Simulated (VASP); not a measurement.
Given:

```yaml
crystal:
  lattice:
    - [0.00000, 2.56684, 2.56684]
    - [2.56684, 0.00000, 2.56684]
    - [2.56684, 2.56684, 0.00000]
  atoms:
    - { symbol: Li, position: [0.00000, 0.00000, 0.00000] }
    - { symbol: Cl, position: [0.50000, 0.50000, 0.50000] }
```

Computed with revPBE GGA, VASP's PBE PAW potentials (set 64) (plane waves; VASP 6.6.1). Numerical set-up: 520 eV cut-off, 9×9×9 Γ-centred mesh, Gaussian smearing of 0.050 eV, potentials Li_sv Cl.

Give the stress tensor in GPa (positive for a compressed cell).

```
1.89  0.00  0.00
0.00  1.89  0.00
0.00  0.00  1.89
```
The pressure is its mean diagonal, 1.89 GPa.

The compound is LiCl in the rock salt structure. This cell is one point of a volume scan, at 0.94 of the reference volume.
